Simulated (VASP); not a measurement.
Consider the following.

```
CELL_PARAMETERS angstrom
      0.00000     3.31086     3.31086
      3.31086     0.00000     3.31086
      3.31086     3.31086     0.00000
ATOMIC_POSITIONS crystal
  La 0.00000 0.00000 0.00000
  P  0.25000 0.25000 0.25000
```

Method: PBE GGA, VASP's PBE PAW potentials (set 64) (plane waves; VASP). Run with 400 eV cut-off, 8×8×8 Γ-centred mesh, tetrahedra with Blöchl corrections, potentials La P.

Estimate the energy per atom (σ→0), band gap (on the k-mesh) with the smallest direct gap where there is one.

```yaml
band gap (on the k-mesh): 1.52 eV
smallest direct gap (on the k-mesh): 1.52 eV
energy per atom (σ→0): -604.3 kJ/mol of atoms
```

Total energies compare only between runs with the same potentials, cut-off and functional.

The structure was generated: LaP was put into the zinc blende type (F-43m), which need not be its known phase. It was relaxed first, which changed the volume by -24 %.
